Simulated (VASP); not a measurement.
# GeCH₃BrF₂: harmonic vibrations of a molecule

GeCH₃BrF₂, molecule in box, 8 atoms in the cell. PBE, harmonic vibrations; PAW potentials C, Ge_d, F, Br, H (PBE set).

## Input

INCAR.step1:
```
SYSTEM = GeH3CBrF2
ALGO = Normal
EDIFF = 1E-8
EDIFFG = -0.002
ENCUT = 400
IBRION = 2
ISIF = 2
ISMEAR = 0
ISYM = 0
LASPH = .True.
LCHARG = .False.
LREAL = .False.
LWAVE = .False.
NELM = 100
NSW = 60
POTIM = 0.5
PREC = Accurate
SIGMA = 0.01
```

INCAR.step2, as INCAR.step1 but for:
```
- EDIFFG = -0.002
- IBRION = 2
- ISIF = 2
- NSW = 60
- POTIM = 0.5
+ IBRION = 5
+ NFREE = 2
+ NSW = 1
+ POTIM = 0.015
```

KPOINTS:
```
k-points
0
Gamma
  1 1 1
```

POSCAR.step1:
```
GeH3CBrF2
1.0
   13.0000000000      0.0000000000      0.0000000000
    0.0000000000     13.0000000000      0.0000000000
    0.0000000000      0.0000000000     13.0000000000
C Ge F Br H
1 1 2 1 3
Direct
    0.4506846200      0.4261038500      0.5794807700
    0.5048846200      0.5020423100      0.4651653800
    0.6282384600      0.5432346200      0.4898576900
    0.5172692300      0.4246730800      0.3584730800
    0.4122384600      0.6422884600      0.4168576900
    0.3737615400      0.3987423100      0.5606269200
    0.4473000000      0.4759500000      0.6467576900
    0.5012000000      0.3609423100      0.5947653800
```

Commands (each step's output is kept before the next begins):
```
cat potpaw_PBE.64/C/POTCAR potpaw_PBE.64/Ge_d/POTCAR potpaw_PBE.64/F/POTCAR potpaw_PBE.64/Br/POTCAR potpaw_PBE.64/H/POTCAR > POTCAR
cp INCAR.step1 INCAR
cp POSCAR.step1 POSCAR
mpirun -np 8 vasp_gam > vasp.out
cp CONTCAR POSCAR
cp INCAR.step2 INCAR
mpirun -np 8 vasp_gam > vasp.out
```

## Result

- Vibrations (cm⁻¹; a negative value is imaginary): 3109, 3104, 3004, 1405, 1401, 1220, 812, 808, 664, 663, 587, 306, 231, 199, 171, 144, 124, 82
- Zero-point energy (eV): 1.118
- Translations and rotations, which should read zero (cm⁻¹): -22, -8, -4, 0, 9, 18
- Vibrational entropy at 298 K (meV/K): 0.827
- Displaced cells: 48
- Ionic steps, all stages: 90
- Electronic steps, all stages: 1539

VASP 6.6.1 took 2580 s on 8 cores (AMD EPYC 7R43 (Zen 3)), a shared host.
